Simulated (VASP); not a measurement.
# MnO2: structure and properties in VASP, part 2 of 9

Wanted: the relaxed cell of MnO2 and its properties. The start is a computed cell from the Materials Project.

VASP 6.6.1, plane waves and PAW; the level of theory is named at each step.

Still holding for the runs below: The magnetic state follows from one typed start and may not be the lowest. Experiment finds antiferromagnetic order in this phase (a transition is listed at 92.7 K, arxiv:2401.02109), so this ferromagnetic run describes another state. The k-mesh is coarse for a metal.

So far: The starting structure; Relaxing cell and atoms (PBE + U).

## 2. Relaxing cell and atoms (PBE + U) (continued)

Level of this step: PBE, DFT+U (Mn d 1 eV), spin-polarised from a ferromagnetic start; plane waves and PAW (Mn_pv, O) (VASP).

Relaxation path:

```tsv
step	energy less that of the first step (eV)	largest force (eV/Å)	pressure (GPa)	volume (Å³)
1	0.0000	0.0415	8.09	55.52
2	0.0071	0.2728	-7.62	59.35
3	-0.0442	0.1212	-0.01	57.32
4	-0.0442	0.1182	0.13	57.28
5	-0.0458	0.0079	0.14	57.38
```

```tsv
conventional cell, symmetrised	before	after	change
a (Å)	4.400	4.452	+1.2 %
b (Å)	4.400	4.452	+1.2 %
c (Å)	2.867	2.895	+1.0 %
volume (Å³/atom)	9.25	9.56	+3.4 %
```

The relaxed structure:

```xyz
6
Lattice="4.4516 0.0000 0.0000 0.0000 4.4516 0.0000 0.0000 0.0000 2.8954" Properties=species:S:1:pos:R:3 pbc="T T T"
Mn    2.2258    2.2258    1.4477
Mn    0.0000    0.0000    0.0000
O     3.5860    0.8655    1.4477
O     3.0913    3.0913    0.0000
O     0.8655    3.5860    1.4477
O     1.3603    1.3603    0.0000
```

Numbers from this step:

```yaml
electrons: 50
bands: 34
irreducible_k_points: 24
symmetry_operations: 16
free_energy_toten: -46.27 eV
energy_at_zero_smearing: -46.27 eV
fermi_energy: 4.765 eV
pressure: 0.1370 GPa
moment_of_the_cell_from_the_last_line_of_the_log: 6.002 μB
metallic_judged_on_the_points_sampled: yes
scf_cycles_over_all_ionic_steps: 53
```

Spin moment in the PAW sphere by atom:

```tsv
atom	spin moment in the PAW sphere (μB)
Mn1	2.80
Mn2	2.80
O3	0.05
O4	0.05
O5	0.05
O6	0.05
```

It ends with a largest force of 0.008 eV/Å and a pressure of 0.14 GPa.

## 3. Second relaxation

A relaxation keeps the plane waves of the cell it began with, so it is repeated from the new cell, on a basis made for it.

INCAR reads:

```
SYSTEM = MnO2
PREC = Accurate
ENCUT = 520
EDIFF = 1E-06
NELM = 100
ISMEAR = 0
SIGMA = 0.05
LREAL = .FALSE.
ALGO = Normal
GGA = PE
NBANDS = 34
ISPIN = 2
MAGMOM = 4 4 0 0 0 0
LDAU = .TRUE.
LDAUTYPE = 2
LDAUL = 2 -1
LDAUU = 1 0
LDAUJ = 0 0
LDAUPRINT = 1
LASPH = .TRUE.
LMAXMIX = 4
LORBIT = 11
LWAVE = .FALSE.
LCHARG = .FALSE.
KPAR = 2
IBRION = 2
NSW = 60
ISIF = 3
EDIFFG = -0.01
```

POSCAR reads:

```
MnO2
1.0
    4.4515689296      0.0000000000      0.0000000000
    0.0000000000      4.4515689296      0.0000000000
    0.0000000000      0.0000000000      2.8954388431
Mn O
2 4
Direct
    0.5000000000      0.5000000000      0.5000000000
    0.0000000000      0.0000000000      0.0000000000
    0.8055697410      0.1944302590      0.5000000000
    0.6944302590      0.6944302590      0.0000000000
    0.1944302590      0.8055697410      0.5000000000
    0.3055697410      0.3055697410      0.0000000000
```

KPOINTS reads:

```
Automatic mesh
0
Gamma
5 5 7
0 0 0
```

The projector-augmented-wave data sets are Mn_pv and O (PBE family, release 64).

Launch:

```
$ mpirun -np 2 vasp_std
```

The log of the run:

```text
[... set-up lines as in an earlier step ...]
 entering main loop
       N       E                     dE             d eps       ncg     rms          rms(c)
DAV:   1     0.633806590036E+03    0.63381E+03   -0.28286E+04  3344   0.177E+03
DAV:   2    -0.171800526821E+01   -0.63552E+03   -0.57970E+03  3646   0.512E+02
DAV:   3    -0.610258140055E+02   -0.59308E+02   -0.58424E+02  3408   0.168E+02
DAV:   4    -0.621942088837E+02   -0.11684E+01   -0.11654E+01  3500   0.250E+01
DAV:   5    -0.622089018161E+02   -0.14693E-01   -0.14685E-01  3494   0.294E+00    0.433E+01
DAV:   6    -0.561265226616E+02    0.60824E+01   -0.10664E+02  3758   0.104E+02    0.543E+01
DAV:   7    -0.487663113120E+02    0.73602E+01   -0.68408E+01  3428   0.106E+02    0.213E+01
DAV:   8    -0.470512030867E+02    0.17151E+01   -0.65994E+00  3422   0.231E+01    0.989E+00
DAV:   9    -0.462602273014E+02    0.79098E+00   -0.16469E+00  4264   0.163E+01    0.388E+00
DAV:  10    -0.462839617993E+02   -0.23734E-01   -0.33078E-01  3418   0.396E+00    0.223E+00
DAV:  11    -0.462781126915E+02    0.58491E-02   -0.39597E-02  3450   0.181E+00    0.850E-01
DAV:  12    -0.462786944770E+02   -0.58179E-03   -0.53695E-03  3516   0.611E-01    0.408E-01
DAV:  13    -0.462777848289E+02    0.90965E-03   -0.97939E-04  3466   0.429E-01    0.178E-01
DAV:  14    -0.462776280859E+02    0.15674E-03   -0.12078E-03  3428   0.419E-01    0.411E-02
DAV:  15    -0.462776497997E+02   -0.21714E-04   -0.12534E-04  3390   0.749E-02    0.399E-02
DAV:  16    -0.462776455546E+02    0.42451E-05   -0.10894E-05  3422   0.369E-02    0.144E-02
DAV:  17    -0.462776446843E+02    0.87024E-06   -0.23046E-06  2250   0.180E-02
   1 F= -.46277645E+02 E0= -.46277471E+02  d E =-.462776E+02  mag=     6.0022
 curvature:   0.00 expect dE= 0.000E+00 dE for cont linesearch  0.000E+00
 trial: gam= 0.00000 g(F)=  0.119E-04 g(S)=  0.303E-04 ort = 0.000E+00 (trialstep = 0.100E+01)
 search vector abs. value=  0.422E-04
 reached required accuracy - stopping structural energy minimisation
```

Elapsed: 63 s, on 2 MPI ranks of AMD EPYC 7R43, shared host; peak memory 0.39 GiB.

OUTCAR, selected parts (step 3):

```text
  LATTYP: Found a simple tetragonal cell.
 ALAT       =     4.4515689296
 C/A-ratio  =     0.6504310927

 Found     24 irreducible k-points:

   ENCUT  =  520.0 eV  38.22 Ry    6.18 a.u.   8.28  8.28  5.38*2*pi/ulx,y,z

   NELECT =      50.0000    total number of electrons

atom =   1  type =  1  l = 2

 onsite density matrix

spin component  1

  0.6041  0.0000 -0.1970  0.0000  0.0000
  0.0000  0.7133  0.0000 -0.2385  0.0000
 -0.1970  0.0000  0.8232  0.0000 -0.0000
  0.0000 -0.2385  0.0000  0.7133  0.0000
  0.0000  0.0000 -0.0000  0.0000  0.9634

spin component  2

  0.2524  0.0000  0.1037  0.0000  0.0000
  0.0000  0.2507  0.0000  0.1056  0.0000
  0.1037  0.0000  0.1540  0.0000  0.0000
  0.0000  0.1056  0.0000  0.2507  0.0000
  0.0000  0.0000  0.0000  0.0000  0.1550

 occupancies and eigenvectors

  o =  0.0885  v =  0.0000  0.0000  0.0000  0.0000  0.0000 -0.5344  0.0000  0.8452 -0.0000 -0.0000      0.0000  0.0000  0.0000  0.0000  0.0000  0.0000  0.0000  0.0000  0.0000  0.0000
  o =  0.1451  v =  0.0000  0.0000  0.0000  0.0000  0.0000 -0.0000 -0.7071  0.0000  0.7071 -0.0000      0.0000  0.0000  0.0000  0.0000  0.0000  0.0000  0.0000  0.0000  0.0000  0.0000
  o =  0.1550  v =  0.0000  0.0000  0.0000  0.0000  0.0000  0.0000  0.0000 -0.0000 -0.0000 -1.0000      0.0000  0.0000  0.0000  0.0000  0.0000  0.0000  0.0000  0.0000  0.0000  0.0000
  o =  0.3180  v =  0.0000  0.0000  0.0000  0.0000  0.0000 -0.8452 -0.0000 -0.5344 -0.0000 -0.0000      0.0000  0.0000  0.0000  0.0000  0.0000  0.0000  0.0000  0.0000  0.0000  0.0000
  o =  0.3563  v =  0.0000  0.0000  0.0000  0.0000  0.0000  0.0000 -0.7071  0.0000 -0.7071  0.0000      0.0000  0.0000  0.0000  0.0000  0.0000  0.0000  0.0000  0.0000  0.0000  0.0000
  o =  0.4747  v =  0.0000 -0.7071  0.0000 -0.7071 -0.0000  0.0000  0.0000  0.0000  0.0000  0.0000      0.0000  0.0000  0.0000  0.0000  0.0000  0.0000  0.0000  0.0000  0.0000  0.0000
  o =  0.4882  v = -0.8620  0.0000 -0.5069  0.0000  0.0000  0.0000  0.0000  0.0000  0.0000  0.0000      0.0000  0.0000  0.0000  0.0000  0.0000  0.0000  0.0000  0.0000  0.0000  0.0000
  o =  0.9390  v = -0.5069  0.0000  0.8620  0.0000 -0.0000  0.0000  0.0000  0.0000  0.0000  0.0000      0.0000  0.0000  0.0000  0.0000  0.0000  0.0000  0.0000  0.0000  0.0000  0.0000
  o =  0.9518  v =  0.0000  0.7071  0.0000 -0.7071  0.0000  0.0000  0.0000  0.0000  0.0000  0.0000      0.0000  0.0000  0.0000  0.0000  0.0000  0.0000  0.0000  0.0000  0.0000  0.0000
  o =  0.9634  v =  0.0000 -0.0000  0.0000  0.0000  1.0000  0.0000  0.0000  0.0000  0.0000  0.0000      0.0000  0.0000  0.0000  0.0000  0.0000  0.0000  0.0000  0.0000  0.0000  0.0000

atom =   2  type =  1  l = 2

 onsite density matrix

spin component  1

  0.6041  0.0000  0.1970  0.0000 -0.0000
  0.0000  0.7133  0.0000  0.2385  0.0000
  0.1970  0.0000  0.8232  0.0000 -0.0000
  0.0000  0.2385  0.0000  0.7133  0.0000
 -0.0000  0.0000 -0.0000  0.0000  0.9634

spin component  2

  0.2524  0.0000 -0.1037  0.0000 -0.0000
  0.0000  0.2507  0.0000 -0.1056  0.0000
 -0.1037  0.0000  0.1540  0.0000 -0.0000
  0.0000 -0.1056  0.0000  0.2507  0.0000
 -0.0000  0.0000 -0.0000  0.0000  0.1550

 occupancies and eigenvectors

  o =  0.0885  v =  0.0000  0.0000  0.0000  0.0000  0.0000 -0.5344 -0.0000 -0.8452  0.0000 -0.0000      0.0000  0.0000  0.0000  0.0000  0.0000  0.0000  0.0000  0.0000  0.0000  0.0000
  o =  0.1451  v =  0.0000  0.0000  0.0000  0.0000  0.0000  0.0000 -0.7071  0.0000 -0.7071  0.0000      0.0000  0.0000  0.0000  0.0000  0.0000  0.0000  0.0000  0.0000  0.0000  0.0000
  o =  0.1550  v =  0.0000  0.0000  0.0000  0.0000  0.0000 -0.0000  0.0000 -0.0000  0.0000  1.0000      0.0000  0.0000  0.0000  0.0000  0.0000  0.0000  0.0000  0.0000  0.0000  0.0000
  o =  0.3180  v =  0.0000  0.0000  0.0000  0.0000  0.0000 -0.8452 -0.0000  0.5344  0.0000 -0.0000      0.0000  0.0000  0.0000  0.0000  0.0000  0.0000  0.0000  0.0000  0.0000  0.0000
  o =  0.3563  v =  0.0000  0.0000  0.0000  0.0000  0.0000  0.0000  0.7071  0.0000 -0.7071 -0.0000      0.0000  0.0000  0.0000  0.0000  0.0000  0.0000  0.0000  0.0000  0.0000  0.0000
  o =  0.4747  v =  0.0000  0.7071  0.0000 -0.7071 -0.0000  0.0000  0.0000  0.0000  0.0000  0.0000      0.0000  0.0000  0.0000  0.0000  0.0000  0.0000  0.0000  0.0000  0.0000  0.0000
  o =  0.4882  v = -0.8620  0.0000  0.5069  0.0000 -0.0000  0.0000  0.0000  0.0000  0.0000  0.0000      0.0000  0.0000  0.0000  0.0000  0.0000  0.0000  0.0000  0.0000  0.0000  0.0000
  o =  0.9390  v = -0.5069  0.0000 -0.8620  0.0000  0.0000  0.0000  0.0000  0.0000  0.0000  0.0000      0.0000  0.0000  0.0000  0.0000  0.0000  0.0000  0.0000  0.0000  0.0000  0.0000
  o =  0.9518  v =  0.0000  0.7071  0.0000  0.7071 -0.0000  0.0000  0.0000  0.0000  0.0000  0.0000      0.0000  0.0000  0.0000  0.0000  0.0000  0.0000  0.0000  0.0000  0.0000  0.0000
  o =  0.9634  v =  0.0000 -0.0000 -0.0000  0.0000 -1.0000  0.0000  0.0000  0.0000  0.0000  0.0000      0.0000  0.0000  0.0000  0.0000  0.0000  0.0000  0.0000  0.0000  0.0000  0.0000

 E-fermi :   4.7655

 spin component 1
 k-point     1 :       0.0000    0.0000    0.0000
  band No.  band energies     occupation
    ...
     25       3.9139      1.00000
     26       3.9139      1.00000
     27       4.4337      1.00000
     28       4.4606      1.00000
     29       4.6195      0.99998
     30       7.6158      0.00000
     31       7.6158      0.00000
     32       8.2038      0.00000
     33      12.4391      0.00000
     34      15.9181      0.00000

 k-point     2 :       0.2000    0.0000    0.0000
  band No.  band energies     occupation
    ...
     24       3.4836      1.00000
     25       3.5462      1.00000
     26       3.6928      1.00000
     27       4.3231      1.00000
     28       4.3456      1.00000
     29       5.4132      0.00000
     30       7.5320      0.00000
     31       7.5606      0.00000
     32       8.0354      0.00000
     33      12.9806      0.00000
    ...

 k-point     3 :       0.4000    0.0000    0.0000
  band No.  band energies     occupation
    ...
     24       3.2983      1.00000
     25       3.4439      1.00000
     26       3.5358      1.00000
     27       4.0959      1.00000
     28       4.1520      1.00000
     29       6.5339      0.00000
     30       7.4182      0.00000
     31       7.4485      0.00000
     32       7.4730      0.00000
     33      14.1974      0.00000
    ...

 k-point     4 :       0.2000    0.2000    0.0000
  band No.  band energies     occupation
    ...
     24       3.0389      1.00000
     25       3.5830      1.00000
     26       3.8610      1.00000
     27       4.2253      1.00000
     28       4.5474      1.00000
     29       5.5564      0.00000
     30       7.4331      0.00000
     31       7.6042      0.00000
     32       7.8284      0.00000
     33      13.4770      0.00000
    ...

  Total        0.0399610      0.0399610      0.0239870     -0.0000000      0.0000000      0.0000000
  in kB        1.1158513      1.1158513      0.6698010     -0.0000000      0.0000000      0.0000000
  external PRESSURE =       0.9671679 kB  Pullay stress =       0.0000000 kB

  energy-cutoff  :      520.00
  volume of cell :       57.38
      direct lattice vectors                 reciprocal lattice vectors
     4.451568930  0.000000000  0.000000000     0.224639900  0.000000000  0.000000000
     0.000000000  4.451568930  0.000000000     0.000000000  0.224639900  0.000000000
     0.000000000  0.000000000  2.895438843     0.000000000  0.000000000  0.345370790

 POSITION                                       TOTAL-FORCE (eV/Angst)
 -----------------------------------------------------------------------------------
      2.22578      2.22578      1.44772         0.000000     -0.000000      0.000000
      0.00000      0.00000      0.00000         0.000000     -0.000000      0.000000
      3.58605      0.86552      1.44772        -0.005549      0.005549      0.000000
      3.09130      3.09130      0.00000         0.005549      0.005549      0.000000
      0.86552      3.58605      1.44772         0.005549     -0.005549     -0.000000
      1.36026      1.36026      0.00000        -0.005549     -0.005549     -0.000000
 -----------------------------------------------------------------------------------
    total drift:                                0.000000      0.000000      0.000000

  FREE ENERGIE OF THE ION-ELECTRON SYSTEM (eV)
  ---------------------------------------------------
  free  energy   TOTEN  =       -46.2776446843 eV

  energy  without entropy=      -46.2772969700  energy(sigma->0) =      -46.27747083

 total charge
# of ion       s       p       d       tot
------------------------------------------
    1        0.342   6.443   4.847  11.633
    2        0.342   6.443   4.847  11.633
    3        1.568   3.454   0.000   5.021
    4        1.568   3.454   0.000   5.021
    5        1.568   3.454   0.000   5.021
    6        1.568   3.454   0.000   5.021
--------------------------------------------------
tot          6.955  26.701   9.695  43.351

[... 7 parts as in an earlier step ...]

[... 10 further parts left out ...]
```

CONTCAR:

```
MnO2
   1.00000000000000
     4.4515689295999996    0.0000000000000000    0.0000000000000000
     0.0000000000000000    4.4515689295999996    0.0000000000000000
     0.0000000000000000    0.0000000000000000    2.8954388431000000
  Mn              O
     2     4
Direct
     0.5000000000000000    0.5000000000000000    0.5000000000000000
     0.0000000000000000    0.0000000000000000    0.0000000000000000
     0.8055697409999993    0.1944302590000007    0.5000000000000000
     0.6944302590000007    0.6944302590000007    0.0000000000000000
     0.1944302590000007    0.8055697409999993    0.5000000000000000
     0.3055697409999993    0.3055697409999993    0.0000000000000000
```

Little changed from the start: no atom moved by 0.005 Å and no cell edge by 0.1 %.

Numbers from this step:

```
free energy (TOTEN)             : -46.28 eV
energy at zero smearing         : -46.28 eV
Fermi energy                    : 4.766 eV
pressure                        : 0.09672 GPa
SCF cycles over all ionic steps : 17
```

It ends with a largest force of 0.008 eV/Å and a pressure of 0.10 GPa. The volume moved by under 0.01 %: the run met its threshold at the first step.

(Part 2 of 9 ends here.)

[Lines on the potential files, build, host, timing and source positions are cut from VASP's logs without a mark.]

[Logs are printed without paths, hosts, clocks, repeated set-up lines and the standing remarks that a program may print on its own settings, such as how far it seeks lower states.]

[Hosts, paths, dates, database ids (printed as entryN), source tags and the programs' standing remarks are cut or masked in the printed files.]

[A measured line is paired with the nearest computed mode of its activity, which favours agreement.]

[In band tables of VASP the shares of atoms and orbitals are scaled to a sum of 1 inside the atoms' spheres.]
